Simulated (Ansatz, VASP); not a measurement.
**Bi2TeSO: VASP beside Ansatz**

One calculation is typed for both programs; each brings its own data sets. How far apart do they land? The cell is invented: As first built, before any earlier steps moved the atoms (in the runner's words): it takes the Bi2TeO2 structure with some of its atoms replaced by other elements, volume scaled by an estimate. It may not be a known or stable phase. The cell is taken from a series of VASP runs on this material, whose earlier steps may have relaxed, scaled or displaced it; both programs get it as it stands. Valence electrons are named where the data sets of a main pair hold unlike numbers.

Method: plane waves, with VASP 6.6.1 beside it; single point at BLYP and band structure at BLYP, in Ansatz 0.2.0.

## (1) The starting structure

It takes space group P1 (No. 1, triclinic). The conventional cell has a = 4.430 Å, b = 5.594 Å, c = 7.160 Å, α = 80.24°, β = 71.98°, γ = 83.96°. Bi has 2 O at 2.19 to 2.97 Å and 2 S at 2.73 to 3.04 Å and 2 Te at 3.04 to 3.76 Å and 1 Bi at 3.79 Å nearest. Nearest to Bi lie 1 O at 2.15 Å and 2 S at 2.74 to 3.06 Å and 2 Te at 3.11 to 3.47 Å. Te has 4 Bi at 3.04 to 3.76 Å nearest. Nearest to S lie 4 Bi at 2.73 to 3.06 Å. Nearest to O lie 2 Bi at 2.15 to 2.19 Å. As first built, before any earlier steps moved the atoms (in the runner's words): sites of the Bi2TeO2 structure (space group 5) filled with other elements, volume scaled by an estimate. Farther neighbours and most contacts between anions are not listed.

## (2) Ansatz: single point, BLYP

Ansatz runs on its default PAW (the set named soft_2) files.

A single point gives forces, pressure and levels at one fixed geometry, so differences don't come from the geometry; what else differs is listed under the comparison.

Input file input.yaml:

```yaml
crystal:
  lattice:
    - [3.7338181568, -4.1157878398, 0.6431546745]
    - [2.9539728281, 3.3008283664, -0.0787490907]
    - [-2.7004977216, -0.3985183535, 6.6193827669]
  atoms:
    - { symbol: Bi, position: [0.7698583177, 0.6161188311, 0.3460162403] }
    - { symbol: Bi, position: [0.4406374781, 0.3155757562, 0.7043641905] }
    - { symbol: Te, position: [0.7785398456, 0.055873763, 0.9728709669] }
    - { symbol: S, position: [0.2629869164, 0.7111319679, 0.4493680661] }
    - { symbol: O, position: [0.7304304421, 0.305760682, 0.5293905361] }
hamiltonian:
  xc: blyp
  pseudopotentials: { kind: paw }
kpoints:
  mp_grid: { grid: [5, 7, 4] }
scf:
  occupations: { method: gaussian, width: 0.05 }
  n_extra_bands: 5
output:
  forces: true
  stress: true
  eigenvalues: true
```

Started as:

```console
ansatz run input.yaml --threads 2 --pin off --max-ram 4608MiB --backend cpu --events-out ev --progress --plain --runs-dir out
```

Numbers of over 12 decimals in the logs are rounded to 6 here.

What it wrote:

```text
scf.n_extra_bands = 5 over 29 filled bands (N_el = 58.0): the run solves 34 bands
Engine: ansatz 0.2.0, aarch64-unknown-linux-gnu
Pseudopotentials: kind: paw
Pseudopotential: Bi, paw, valence charge 15, recommended cutoff 420 eV (normal), Bi.paw.azcp
Pseudopotential: Te, paw, valence charge 16, recommended cutoff 420 eV (normal), Te.paw.azcp
Pseudopotential: S, paw, valence charge 6, recommended cutoff 420 eV (normal), S.paw.azcp
Pseudopotential: O, paw, valence charge 6, recommended cutoff 420 eV (normal), O.paw.azcp
Functional definition: BLYP
  parameter beta = 0.0042
  parameter a = 0.04918
  parameter b = 0.132
  parameter c = 0.2533
  parameter d = 0.349
  exchange = b88_x(beta = beta)
  correlation = lyp_c(a = a, b = b, c = c, d = d)
Crystal: 5 atoms, lattice volume = 166.043 Å³
Basis set: ecut = 420 eV, 3245 PW (Γ), exchange–correlation on 80×60×96 points (8 copies of the dense FFT grid, shifted against one another)
Bands: 34, of which v1, the nominal top of the filled ones, is band 29 counted from 1 (28 counted from 0)
Symmetry: 1 space group operations
Space group: P1 (ITA 1), of the structure as read, at distance tolerance 5.5e-5 Å
k-points: 71 of 140 (time reversal used)
Non-local potential: Bi, projectors of the file, l = 0: 2, l = 1: 2, l = 2: 2, l = 3: 2
Non-local potential: Te, projectors of the file, l = 0: 2, l = 1: 2, l = 2: 2, l = 3: 2
Non-local potential: S, projectors of the file, l = 0: 2, l = 1: 2, l = 2: 2
Non-local potential: O, projectors of the file, l = 0: 2, l = 1: 2, l = 2: 1
PAW form: soft (Blöchl's): semilocal exchange-correlation on the pseudo side does not see the compensation charge
PAW frozen core: Bi, regenerated for the run's functional, and the local potential with it (the file was generated under x = pbe(κ = 0.804, μ = 0.219515), c = pbe(β = 0.066725))
PAW frozen core: Te, regenerated for the run's functional, and the local potential with it (the file was generated under x = pbe(κ = 0.804, μ = 0.219515), c = pbe(β = 0.066725))
PAW frozen core: S, regenerated for the run's functional, and the local potential with it (the file was generated under x = pbe(κ = 0.804, μ = 0.219515), c = pbe(β = 0.066725))
PAW frozen core: O, regenerated for the run's functional, and the local potential with it (the file was generated under x = pbe(κ = 0.804, μ = 0.219515), c = pbe(β = 0.066725))
PAW one-centre angular grid: Bi, 590 points (default); XC on 64 Gauss nodes
PAW one-centre angular grid: Te, 590 points (default); XC on 64 Gauss nodes
PAW one-centre angular grid: S, 110 points (default); XC on 64 Gauss nodes
PAW one-centre angular grid: O, 110 points (default); XC on 64 Gauss nodes
Initial density: superposition of atomic densities (neutral atoms: chi_scale 0, normalization atom), corrected by the library's trained network
Initial wavefunctions: pseudopotential atomic-orbital guess
Functional: x = b88, c = lyp
SCF iter   1: F=—  HF=-33324.001191 eV  |F-HF|=—  |Δ(HF+E_count)|=         —  Δρ=9.44e-3  dr2=1.54e-1  ethr=1.77e-3  ⟨swp⟩=7.2  Hψ=11139  notcnv=0
preconditioner: auto → Resta (q_TF=auto, 2.290 Å⁻¹)  ε∞=4.8  [insulator: Δε(μ)=1.393 eV  Ē_g=7.517 eV  σ=0.050 eV  W_gap=1.00  n_scr=34 (ndim 8)  ℏωp=14.7 eV  f_vac=0.147  D(μ)=0.00/eV (n_scr^D=0)  ε∞_Penn≈4.8]
SCF iter   2: F=—  HF=-33323.974877 eV  |F-HF|=—  |Δ(HF+E_count)|=   2.63e-2  Δρ=5.21e-3  dr2=4.73e-2  ethr=2.66e-4  ⟨swp⟩=2.5  Hψ=4314  notcnv=0  defer=71
SCF iter   3: F=—  HF=-33323.967884 eV  |F-HF|=—  |Δ(HF+E_count)|=   6.99e-3  Δρ=1.67e-3  dr2=4.67e-3  ethr=8.15e-5  ⟨swp⟩=2.0  Hψ=3618  notcnv=0  defer=71
SCF iter   4: F=—  HF=-33323.967353 eV  |F-HF|=—  |Δ(HF+E_count)|=   5.31e-4  Δρ=6.15e-4  dr2=8.54e-4  ethr=8.04e-6  ⟨swp⟩=2.0  Hψ=2833  notcnv=0  defer=71
SCF iter   5: F=—  HF=-33323.967379 eV  |F-HF|=—  |Δ(HF+E_count)|=   2.56e-5  Δρ=1.27e-4  dr2=4.97e-5  ethr=1.47e-6  ⟨swp⟩=2.0  Hψ=3180  notcnv=0  defer=71
SCF iter   6: F=—  HF=-33323.967318 eV  |F-HF|=—  |Δ(HF+E_count)|=   6.05e-5  Δρ=3.23e-5  dr2=4.08e-6  ethr=8.57e-8  ⟨swp⟩=2.0  Hψ=3095  notcnv=0  defer=71
SCF iter   7: F=—  HF=-33323.967321 eV  |F-HF|=—  |Δ(HF+E_count)|=   2.80e-6  Δρ=1.10e-5  dr2=6.08e-7  ethr=7.03e-9  ⟨swp⟩=2.3  Hψ=3544  notcnv=0  defer=71
SCF iter   8: F=-33323.967321 eV  HF=-33323.967321 eV  |F-HF|=8.01e-9  |Δ(HF+E_count)|=   1.51e-7  Δρ=4.60e-6  dr2=8.12e-8  ethr=1.72e-10  ⟨swp⟩=11.0  Hψ=12243  notcnv=0
SCF 1 converged in 8 iterations: F = -33323.967321 eV  dr2 = 8.12e-8
  greatest PAW one-centre occupation: 0.999 electrons in one spin orbital (limit 2), on the Te atom at site 2 (counted from 0), in its partial waves of l = 2
SCF converged after 8 iterations
Free energy (F): -33323.967321 eV
Harris-Foulkes:  -33323.967321 eV  (|F-HF|=8.01e-9)
Internal energy: -33323.967321 eV  (E = F + TS)
E sigma→0 (E₀):  -33323.967321 eV
Fermi energy:    6.146386 eV
--- Per-component energies (eV) ---
  E_band       = -638.728921
  E_kinetic    = 1062.055709
  E_local      = -6101.380565  (includes V_loc(G=0)·N_el)
  E_nonlocal   = 883.752101
  E_hartree    = 2531.421597
  E_xc         = -588.387273
  E_vxc        = -560.299613  (∫ρ·V_xc dr)
  E_paw        = -26835.490776  (= ΣΔE_a)
  E_vpaw       = -985.716261  (= ΣTr[D̂ρ^β])
  E_aug_tail   = 0.001136  (compensation charges beyond the density's cutoff)
  E_ewald      = -4275.762421
  E_core_change = -0.176830  (= ΣΔE_core)
  E_smearing   = -0.000000  (= −TS)
  E_closure    = 0.000000  (closes the sum)
  Σ components = -33323.967321   (vs F -33323.967321, Δ=0.00e0)
--- Forces (eV/Å), atoms counted from 1 ---
  atom   1  Bi    -0.05031984    -0.04261311     0.02063673
  atom   2  Bi     0.05469273    -0.05134268    -0.03145216
  atom   3  Te    -0.00178300     0.02989273     0.00290713
  atom   4  S      0.00054505     0.00175410     0.00948954
  atom   5  O     -0.00311046     0.06228787    -0.00157238
  max |Σ_I F_I| component: 2.45e-5 eV/Å
--- Stress (GPa, compression-positive) ---
       -0.138999      -0.013069       0.099060
       -0.013069      -0.097867      -0.010949
        0.099059      -0.010948      -0.127058
  P = ⅓ Tr σ = -0.1213 GPa (-1.213 kbar)
--- Band table (eV; the first three rows and the last of 71) ---
  k-point 0: bands = [... 25 lower, 4.2056, 4.5484, 4.8754, 5.2553, 7.5653, 7.9863, 8.3559, 8.8875, ... 1 higher]
  k-point 1: bands = [... 25 lower, 4.1950, 4.5271, 4.9790, 5.3543, 7.5376, 7.8925, 7.9628, 8.5899, ... 1 higher]
  k-point 2: bands = [... 25 lower, 4.1901, 4.6252, 5.0617, 5.4518, 7.2711, 7.4939, 7.8998, 8.7909, ... 1 higher]
  k-point 70: bands = [... 25 lower, 4.2460, 4.7704, 5.0796, 5.1344, 7.2705, 7.7654, 8.3961, 8.6948, ... 1 higher]
```

The job ended after 37 s (2 threads of Arm Neoverse N1, shared host; peak memory 0.57 GiB).

Reading the cycles: dr2 is the Hartree energy of the density residual (eV), the measure of convergence; HF is the Harris–Foulkes estimate of the energy, which meets the free energy F at convergence.

The run ends at a pressure of -0.12 GPa, with forces up to 0.081 eV/Å.

## (3) VASP: single point, BLYP

The same cell, functional (in two slightly different forms), mesh and smearing now go to VASP, with its own data sets.

Lines of VASP's logs that name or quote its potential files are left out, and so is its time.

Input file INCAR:

```
SYSTEM = Bi2TeSO
PREC = Accurate
ENCUT = 520
EDIFF = 1E-06
NELM = 100
ISMEAR = 0
SIGMA = 0.05
LREAL = .FALSE.
ALGO = Normal
GGA = B5
ALDAX = 1
AGGAX = 1
AGGAC = 1
ALDAC = 0
NBANDS = 30
LORBIT = 11
LWAVE = .FALSE.
LCHARG = .TRUE.
ISIF = 2
LELF = .TRUE.
LVHAR = .TRUE.
```

Input file POSCAR:

```
Bi2TeSO
1.0
    3.7338181568     -4.1157878398      0.6431546745
    2.9539728281      3.3008283664     -0.0787490907
   -2.7004977216     -0.3985183535      6.6193827669
Bi Te S O
2 1 1 1
Direct
    0.7698583177      0.6161188311      0.3460162403
    0.4406374781      0.3155757562      0.7043641905
    0.7785398456      0.0558737630      0.9728709669
    0.2629869164      0.7111319679      0.4493680661
    0.7304304421      0.3057606820      0.5293905361
```

Input file KPOINTS:

```
Automatic mesh
0
Gamma
5 7 4
0 0 0
```

The projector-augmented-wave data sets are Bi_d, Te, S and O (PBE family, release 64).

Started as:

```console
mpirun -np 2 vasp_std
```

What it wrote:

```text
[banner, memory and clock lines left out]
running    2 mpi-ranks, on    1 nodes
 distrk:  each k-point on    2 cores,    1 groups
 distr:  one band on    1 cores,    2 groups

 POSCAR found type information on POSCAR BiTeS O
 POSCAR found :  4 types and       5 ions
|                                                                             |
|               ----> ADVICE to this user running VASP <----                  |
|                                                                             |
|     You enforced a specific xc type in the INCAR file but a different       |
|     [... a line on the potential file left out ...]
|     I HOPE YOU KNOW WHAT YOU ARE DOING!                                     |
|                                                                             |

 LDA part: xc-table for (Slater(with rela. corr.)+VWN5), standard interpolation
 POSCAR, INCAR and KPOINTS ok, starting setup
 FFT: planning ... GRIDC
 FFT: planning ... GRID_SOFT
 FFT: planning ... GRID
 WAVECAR not read
 entering main loop
       N       E                     dE             d eps       ncg     rms          rms(c)
DAV:   1     0.487005476675E+03    0.48701E+03   -0.22867E+04  4260   0.158E+03
DAV:   2     0.394186557801E+02   -0.44759E+03   -0.43025E+03  4646   0.412E+02
DAV:   3    -0.211260422518E+02   -0.60545E+02   -0.58419E+02  5548   0.167E+02
DAV:   4    -0.239060088436E+02   -0.27800E+01   -0.27633E+01  4858   0.389E+01
DAV:   5    -0.240245855451E+02   -0.11858E+00   -0.11855E+00  5796   0.818E+00    0.111E+01
DAV:   6    -0.202908367122E+02    0.37337E+01   -0.15037E+01  6834   0.381E+01    0.597E+00
DAV:   7    -0.201321649418E+02    0.15867E+00   -0.25743E+00  4332   0.105E+01    0.345E+00
DAV:   8    -0.201517682240E+02   -0.19603E-01   -0.71415E-01  4686   0.444E+00    0.185E+00
DAV:   9    -0.201458736775E+02    0.58945E-02   -0.60547E-02  6666   0.246E+00    0.735E-01
DAV:  10    -0.201427385907E+02    0.31351E-02   -0.26855E-02  5000   0.135E+00    0.205E-01
DAV:  11    -0.201433151757E+02   -0.57659E-03   -0.65079E-03  4978   0.434E-01    0.102E-01
DAV:  12    -0.201435749885E+02   -0.25981E-03   -0.65435E-04  5342   0.176E-01    0.487E-02
DAV:  13    -0.201436025768E+02   -0.27588E-04   -0.10632E-04  5354   0.105E-01    0.172E-02
DAV:  14    -0.201436053529E+02   -0.27761E-05   -0.48888E-05  4674   0.406E-02    0.646E-03
DAV:  15    -0.201436062955E+02   -0.94266E-06   -0.21097E-06  3328   0.114E-02
   1 F= -.20143606E+02 E0= -.20143606E+02  d E =-.858073E-16
```

From OUTCAR (step 3):

```text
ion  position               nearest neighbor table
   1  0.770  0.616  0.346-   5 2.19   4 2.73   3 3.04   4 3.04   3 3.76   2 3.79
   2  0.441  0.316  0.704-   5 2.15   4 2.74   4 3.06   3 3.11   3 3.47   1 3.79
   3  0.779  0.056  0.973-   1 3.04   2 3.11   2 3.47   1 3.76
   4  0.263  0.711  0.449-   1 2.73   2 2.74   1 3.04   2 3.06
   5  0.730  0.306  0.529-   2 2.15   1 2.19

  LATTYP: Found a triclinic cell.
 ALAT       =     6.7608624349
 B/A-ratio  =     0.8274346090
 C/A-ratio  =     1.4072711571
 COS(alpha) =     0.0296684595
 COS(beta)  =     0.4822460946
 COS(gamma) =     0.7585170640

 Subroutine GETGRP returns: Found  1 space group operations
 (whereof  1 operations were pure point group operations)

The static configuration has the point symmetry C_1 .

 Found     71 irreducible k-points:

   k-points           NKPTS =     71   k-points in BZ     NKDIM =     71   number of bands    NBANDS=     30

   dimension x,y,z NGX =    42 NGY =   36 NGZ =   54
   dimension x,y,z NGXF=    84 NGYF=   72 NGZF=  108

   ENCUT  =  520.0 eV  38.22 Ry    6.18 a.u.  10.40  8.24 13.31*2*pi/ulx,y,z

   NELECT =      48.0000    total number of electrons

 k-points in reciprocal lattice and weights: Automatic mesh
   0.00000000  0.00000000  0.00000000       0.007
   0.20000000 -0.00000000  0.00000000       0.014
   0.40000000 -0.00000000  0.00000000       0.014
   0.00000000  0.14285714 -0.00000000       0.014
   0.20000000  0.14285714  0.00000000       0.014
   0.40000000  0.14285714  0.00000000       0.014
  -0.40000000  0.14285714  0.00000000       0.014
  -0.20000000  0.14285714 -0.00000000       0.014
  -0.00000000  0.28571429  0.00000000       0.014
[...]
-0.40000000  0.42857143  0.50000000       0.014
  -0.20000000  0.42857143  0.50000000       0.014

 average (electrostatic) potential at core
       1-108.1388       2-108.1163       3 -90.1084       4 -87.2909       5 -71.4544

 E-fermi :   3.4735

 k-point     1 :       0.0000    0.0000    0.0000
  band No.  band energies     occupation
    ...
     20       1.4280      2.00000
     21       1.9249      2.00000
     22       2.2707      2.00000
     23       2.5969      2.00000
     24       2.9763      2.00000
     25       5.2890      0.00000
     26       5.7113      0.00000
     27       6.0837      0.00000
     28       6.6239      0.00000
     29       7.2263      0.00000
    ...

 k-point     2 :       0.2000   -0.0000    0.0000
  band No.  band energies     occupation
    ...
     20       1.5559      2.00000
     21       1.9304      2.00000
     22       2.2297      2.00000
     23       2.6657      2.00000
     24       3.0074      2.00000
     25       5.3051      0.00000
     26       5.7256      0.00000
     27       6.0816      0.00000
     28       6.5099      0.00000
     29       7.2228      0.00000
    ...

 k-point     3 :       0.4000   -0.0000    0.0000
  band No.  band energies     occupation
    ...
     20       1.5346      2.00000
     21       1.6681      2.00000
     22       2.7428      2.00000
     23       2.8256      2.00000
     24       3.1009      2.00000
     25       5.2646      0.00000
     26       5.7941      0.00000
     27       5.9282      0.00000
     28       6.4554      0.00000
     29       6.9090      0.00000
    ...

  Total        0.0081355      0.0151620     -0.0056122     -0.0153709     -0.0012240      0.0203122
  in kB        0.0785003      0.1463004     -0.0541529     -0.1483166     -0.0118107      0.1959961
  external PRESSURE =       0.0568826 kB  Pullay stress =       0.0000000 kB

  energy-cutoff  :      520.00
  volume of cell :      166.04
      direct lattice vectors                 reciprocal lattice vectors
     3.733818157 -4.115787840  0.643154674     0.131399885 -0.116480589  0.046594289
     2.953972828  3.300828366 -0.078749091     0.162533959  0.159310359  0.075899930
    -2.700497722 -0.398518353  6.619382767    -0.010833495  0.013212800  0.147447239

 POSITION                                       TOTAL-FORCE (eV/Angst)
 -----------------------------------------------------------------------------------
      3.76009     -1.27276      2.73703        -0.001292     -0.004015      0.002215
      0.67533     -1.05261      4.92100         0.000152     -0.001418      0.001629
      0.44474     -3.40758      6.93613        -0.003051      0.003676     -0.002438
      1.86909      1.08584      3.08768         0.001364     -0.002456      0.001777
      2.20089     -2.20801      3.94994         0.002827      0.004214     -0.003184
 -----------------------------------------------------------------------------------
    total drift:                               -0.000019      0.001369      0.000094

  FREE ENERGIE OF THE ION-ELECTRON SYSTEM (eV)
  ---------------------------------------------------
  free  energy   TOTEN  =       -20.1436062955 eV

  energy  without entropy=      -20.1436062955  energy(sigma->0) =      -20.14360630

 total charge
# of ion       s       p       d       tot
------------------------------------------
    1        1.612   1.006   9.970  12.588
    2        1.593   1.044   9.973  12.609
    3        1.395   1.982   0.011   3.388
    4        1.364   2.339   0.000   3.703
    5        1.573   3.361   0.000   4.934
--------------------------------------------------
tot          7.536   9.732  19.954  37.222

[... 3 further parts left out ...]
```

The gap is read on the k-mesh alone, so it is an upper bound where the band edges lie off the mesh.

## (4) Side by side

Known differences besides the potentials themselves: the data sets hold 58 valence electrons in Ansatz (on its default PAW (the set named soft_2) files) and 48 in VASP; the cutoff is 420 eV in Ansatz and 520 eV in VASP; Ansatz makes its cores anew for this functional, VASP keeps those of its PBE data sets; VASP leaves aspherical gradient terms in its spheres out (LASPH is not set), Ansatz keeps them; VASP's log shows a relativistic correction to its local exchange, Ansatz's none. Total energies have different zeros and are not compared.

The two programs side by side:

| quantity | Ansatz | VASP | difference |
| --- | --- | --- | --- |
| pressure (GPa) | -0.12 | 0.01 | -0.13 |
| pressure without Ansatz's Pulay correction (GPa) | -0.24 | 0.01 | -0.25 |
| gap on the k mesh (eV) | 1.343 | 1.343 | 0.000 |

At this near-relaxed geometry the largest component of a force difference is 58 meV/Å. A gap on the mesh is an upper bound, since the band edges may lie between its points; neither run holds spin-orbit coupling, which can move the band edges of a compound of Bi. Ansatz's pressure holds a Pulay correction of 0.12 GPa; VASP's holds none.

## (5) What the set-up changes

Further runs change the set-up of one program: Ansatz's method, potentials or start, or VASP's data sets, cutoff or form of LDA. The table gives Ansatz less VASP for each quantity, since a change that brings one quantity closer may part another.

| run | r.m.s. force difference (meV/Å) | pressure (GPa) | gap on the k mesh (eV) | pressure without Ansatz's Pulay correction (GPa) |
| --- | --- | --- | --- | --- |
| as above | 32 | -0.13 | -4.1e-4 | -0.25 |
| cores kept as stored | 32 | -0.13 | 6.0e-5 | -0.25 |
| Ansatz's larger PAW set (cutoff 900 eV) | 26 | -0.096 | 0.0032 |  |

(Continued in part 2 of 2.)

[Lines on the potential files, build, host, timing and source positions are cut from VASP's logs without a mark.]

[Logs are printed without paths, hosts, clocks, repeated set-up lines and the standing remarks that a program may print on its own settings, such as how far it seeks lower states.]

[Hosts, paths, dates, database ids (printed as entryN), source tags and the programs' standing remarks are cut or masked in the printed files.]
